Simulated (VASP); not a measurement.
VASP input:

KPOINTS:
```
Automatic mesh
0
Gamma
7 7 7
0 0 0
```

INCAR:
```
SYSTEM = Rb
PREC = Accurate
ENCUT = 400
EDIFF = 1E-6
NELM = 100
ALGO = Normal
LREAL = .FALSE.
LASPH = .TRUE.
ISMEAR = 1
SIGMA = 0.1
GGA = PE
LMAXMIX = 4
LWAVE = .FALSE.
LCHARG = .FALSE.
ISIF = 2
IBRION = 0
NSW = 3
TEBEG = 300
```

POSCAR:
```
Rb
1
   -2.8250000000     2.8250000000     2.8250000000
    2.8250000000    -2.8250000000     2.8250000000
    2.8250000000     2.8250000000    -2.8250000000
Rb
1
Direct
  0.0000000000   0.0000000000   0.0000000000
```

POTCAR, in this order: Rb_sv (PBE.64 set). Program: vasp_std.

Output

**standard output**
```
 POSCAR found type information on POSCAR Rb
 POSCAR found :  1 types and       1 ions
 Reading from existing POTCAR

 -----------------------------------------------------------------------------
|                                                                             |
|     EEEEEEE  RRRRRR   RRRRRR   OOOOOOO  RRRRRR      ###     ###     ###     |
|     E        R     R  R     R  O     O  R     R     ###     ###     ###     |
|     E        R     R  R     R  O     O  R     R     ###     ###     ###     |
|     EEEEE    RRRRRR   RRRRRR   O     O  RRRRRR       #       #       #      |
|     E        R   R    R   R    O     O  R   R                               |
|     E        R    R   R    R   O     O  R    R      ###     ###     ###     |
|     EEEEEEE  R     R  R     R  OOOOOOO  R     R     ###     ###     ###     |
|                                                                             |
|     Fatal error! IBRION=0, but no entry for POTIM on file INCAR. MUST       |
|     be specified!                                                           |
|                                                                             |
|       ---->  I REFUSE TO CONTINUE WITH THIS SICK JOB ... BYE!!! <----       |
|                                                                             |
 -----------------------------------------------------------------------------
```

### Question
Read input and log: which fault does this run have?
A. simple mixing (IMIX = 1) with AMIX above 1 overshoots
B. ISPIN is misspelt, so the run is not spin-polarised
C. molecular dynamics (IBRION = 0) was asked for without POTIM
D. fractional coordinates stand under the word Cartesian

### Answer
C, molecular dynamics (IBRION = 0) was asked for without POTIM. VASP stops with an error: Fatal error! IBRION=0, but no entry for POTIM on file INCAR. MUST be specified! ----> I REFUSE TO CONTINUE WITH THIS SICK JOB ... BYE!!! <----

To mend it, set POTIM to the time step in fs (1 to 2 fs suits most solids). The plain static run on this cell (PBE GGA, plane waves, VASP's PBE PAW potentials (set 64)) converges, and its OSZICAR ends with
```
   1 F= -.93783485E+00 E0= -.93782678E+00  d E =-.241849E-04
```

The compound is Rb in the bcc structure. The cell was not relaxed at this level.
